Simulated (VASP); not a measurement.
Fe (bcc): the bulk modulus from VASP (plane waves, PAW) at several levels of theory. Static lattice, third-order Birch-Murnaghan fit over five volumes.

```json
[
 {"level": "LDA", "bulk modulus (GPa)": "249", "error against measurement": "+43.4 %"},
 {"level": "PBE", "bulk modulus (GPa)": "200", "error against measurement": "+15.1 %"},
 {"level": "PBEsol", "bulk modulus (GPa)": "224", "error against measurement": "+29.0 %"},
 {"level": "AM05", "bulk modulus (GPa)": "229", "error against measurement": "+31.6 %"},
 {"level": "PBE-D3(BJ)", "bulk modulus (GPa)": "216", "error against measurement": "+24.2 %"},
 {"level": "PBE-D4", "bulk modulus (GPa)": "216", "error against measurement": "+24.3 %"},
 {"level": "optB88-vdW", "bulk modulus (GPa)": "202", "error against measurement": "+16.1 %"},
 {"level": "rev-vdW-DF2", "bulk modulus (GPa)": "211", "error against measurement": "+21.3 %"},
 {"level": "revTPSS", "bulk modulus (GPa)": "234", "error against measurement": "+34.3 %"},
 {"level": "r2SCAN", "bulk modulus (GPa)": "189", "error against measurement": "+8.6 %"},
 {"level": "r2SCAN+rVV10", "bulk modulus (GPa)": "196", "error against measurement": "+12.8 %"}
]
```

Measured: 174 GPa at 0 K (as given by H. Levämäki et al., Physical Review B (2014), arXiv:1402.3671; corrected for temperature and zero-point phonon effects).

The cell of the LDA run:

```
Fe
1.0
   -1.37327     1.37327     1.37327
    1.37327    -1.37327     1.37327
    1.37327     1.37327    -1.37327
Fe
1
Direct
  0.00000   0.00000   0.00000
```
Starting moments (μB, in the order of the record's atoms Fe): 2.0.

Only levels that ran to the end are used. Left out are those held back, those with too coarse a band path, GW runs whose mesh misses a band edge, hybrids' fits of cells that aren't cubic and levels without matching references; a question may draw on a part of the rest.

The compound is Fe in the bcc structure.
